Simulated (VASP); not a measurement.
Input:

```xyz
2
Lattice="3.5303 0.0000 0.0000 -1.7652 3.0574 0.0000 0.0000 0.0000 3.6020" Properties=species:S:1:pos:R:3 pbc="T T T"
Zr     0.0000     0.0000     0.0000
Se     0.0000     2.0382     1.8010
```

Level of theory: PBEsol GGA, VASP's PBE PAW potentials (set 64) (plane waves; VASP). Run with 400 eV cut-off, Gaussian smearing of 0.050 eV, potentials Zr_sv Se.

Problem. Give the energies of bands 6 to 12 at the high-symmetry points, in eV from the Fermi level.

Solution. 
```
band      Γ      M      K      A      L      H
----  -----  -----  -----  -----  -----  -----
6     -3.23  -7.09  -6.37  -7.49  -5.96  -6.46
7     -3.23  -4.33  -5.36  -2.78  -5.87  -5.71
8     -3.01  -2.89  -4.30  -2.78  -4.38  -4.35
9     -2.60  -2.15  -0.02  -0.02  -0.64  -0.24
10     1.85   1.17   0.62  -0.02   2.49   2.88
11     1.85   3.03   1.15   1.79   3.08   2.93
12     2.10   3.17   1.51   2.08   3.10   3.85
```

It has no gap at this level: it comes out as a metal or semimetal.

The structure comes from a computed database's ZrSe entry (P-6m2); how it stands against other phases isn't given here. It was relaxed first.
